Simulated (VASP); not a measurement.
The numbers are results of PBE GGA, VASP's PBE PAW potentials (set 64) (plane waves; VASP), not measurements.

A VASP calculation is set up with these files.

### KPOINTS
```
k-points along high-symmetry lines
22
Line-mode
Reciprocal
  0.000000   0.000000   0.000000 ! GAMMA
  0.500000   0.000000   0.000000 ! X

  0.000000   0.000000   0.000000 ! GAMMA
  0.000000   0.500000   0.000000 ! Z

  0.000000   0.500000   0.000000 ! Z
  0.500000   0.500000   0.000000 ! U

  0.500000   0.000000   0.000000 ! X
  0.500000   0.500000   0.000000 ! U
```

POSCAR:
```
SnSe
1
    4.2912320917     0.0000000000     0.0000000000
    0.0000000000     4.4129297603     0.0000000000
    0.0000000000     0.0000000000    20.0251044317
Sn Se
2 2
Direct
  0.7500000000   0.9078834541   0.5692848472
  0.2500000000   0.4078834541   0.4307151528
  0.2500000000   0.4667165459   0.5664330711
  0.7500000000   0.9667165459   0.4335669289
```

**INCAR**
```
LWAVE = .False.
GGA = PE
ENCUT = 400
ALGO = Normal
SYSTEM = SnSe
ICHARG = 11
LASPH = .True.
LREAL = .False.   # projection in real space or not
LMAXMIX = 4   # l cut-off of mixed one-centre charges
PREC = Accurate
LCHARG = .False.
EDIFF = 1E-6
ISMEAR = 0
SIGMA = 0.05   # width (eV)
NELM = 100   # most electronic steps
```

POTCAR, in this order: Sn_d Se (PBE.64 set). Program: vasp_std. Read from the step before: CHGCAR.

The run wrote:

### OSZICAR
```
       N       E                     dE             d eps       ncg     rms          rms(c)
DAV:   1     0.266532138930E+03    0.26653E+03   -0.16057E+04  5216   0.117E+03
DAV:   2     0.140058441161E+02   -0.25253E+03   -0.24968E+03  4968   0.282E+02
DAV:   3    -0.151254612591E+02   -0.29131E+02   -0.28900E+02  5296   0.114E+02
DAV:   4    -0.161184036060E+02   -0.99294E+00   -0.99203E+00  5016   0.246E+01
DAV:   5    -0.161549245787E+02   -0.36521E-01   -0.36513E-01  5728   0.439E+00
DAV:   6    -0.161564809768E+02   -0.15564E-02   -0.15563E-02  6104   0.830E-01
DAV:   7    -0.161565300163E+02   -0.49039E-04   -0.49039E-04  6528   0.119E-01
DAV:   8    -0.161565306309E+02   -0.61461E-06   -0.61465E-06  5632   0.161E-02
   1 F= -.16156531E+02 E0= -.16156531E+02  d E =-.567930E-17
```

### OUTCAR
```
 val. band max:       -1.6191380750   @ k =   0.0000   0.4048   0.0000

 cond. band min:      -0.6278061130   @ k =   0.4286   0.0000   0.0000



 k-point     1 :       0.0000    0.0000    0.0000
  band No.  band energies     occupation
      1     -22.9115      2.00000
      2     -22.9048      2.00000
      3     -22.9040      2.00000
      4     -22.8983      2.00000
      5     -22.8977      2.00000
      6     -22.8739      2.00000
      7     -22.8688      2.00000
      8     -22.8665      2.00000
      9     -22.8569      2.00000
     10     -22.8540      2.00000
     11     -14.9271      2.00000
     12     -13.9121      2.00000
     13      -7.9143      2.00000
     14      -6.8736      2.00000
     15      -5.0794      2.00000
     16      -4.6736      2.00000
     17      -4.6372      2.00000
     18      -3.4629      2.00000
     19      -3.4342      2.00000
     20      -2.2055      2.00000
     21      -0.1234      0.00000
     22       1.6059      0.00000
     23       2.1088      0.00000
     24       2.2599      0.00000

 k-point     2 :       0.0238    0.0000    0.0000
  band No.  band energies     occupation
      1     -22.9114      2.00000
      2     -22.9048      2.00000
      3     -22.9040      2.00000
      4     -22.8986      2.00000
      5     -22.8975      2.00000
      6     -22.8739      2.00000
      7     -22.8688      2.00000
      8     -22.8665      2.00000
      9     -22.8569      2.00000
     10     -22.8540      2.00000
     11     -14.9246      2.00000
     12     -13.9116      2.00000
     13      -7.9226      2.00000
     14      -6.8838      2.00000
     15      -5.0795      2.00000
     16      -4.6758      2.00000
     17      -4.6249      2.00000
     18      -3.4700      2.00000
     19      -3.4125      2.00000
     20      -2.2072      2.00000
     21      -0.1218      0.00000
     22       1.6165      0.00000
     23       2.1041      0.00000
     24       2.2444      0.00000

...
```

The density is held fixed in this step, so its total energy and stress have no physical meaning. The cell holds a wide vacuum, so values per volume refer to the whole cell. Unless said otherwise, spin-orbit coupling is left out, though it shifts the bands of the heavy elements here.

The cell is a sheet with vacuum, built from a generated structure.
